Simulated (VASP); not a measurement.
Here is the system:

```
SnSe
1.0
    0.00000     2.89979     2.89979
    2.89979     0.00000     2.89979
    2.89979     2.89979     0.00000
Sn Se
1 1
Cartesian
  0.00000   0.00000   0.00000
  2.89979   2.89979   2.89979
```

Calculation: PBEsol GGA, VASP's PBE PAW potentials (set 64) (plane waves; VASP). Settings: 500 eV cut-off, 8×8×8 Γ-centred mesh, Gaussian smearing of 0.050 eV, potentials Sn_d Se.

Energy and stress use the plane-wave basis of the starting cell.

Task: The ions, cell shape and volume at an external pressure of 10.0 GPa are relaxed. Give the cell that the relaxation ends in.

Result: 
```
SnSe
1.0
    0.00000     2.84503     2.84503
    2.84503     0.00000     2.84503
    2.84503     2.84503     0.00000
Sn Se
1 1
Direct
  0.00000   0.00000   0.00000
  0.50000   0.50000   0.50000
```
Space group Fm-3m (225), at a tolerance of 0.03 Å.

Task: How do energy and volume change from the first to the last step?

Result: The energy (σ→0) changes by +62.2 meV/atom and the volume by -5.6 %, in 3 ionic steps.

The structure was generated: SnSe was put into the rock salt type (Fm-3m), which need not be its known phase. This run relaxes it under an external pressure of 10 GPa. Symmetry was kept, so distortions that lower it aren't found.
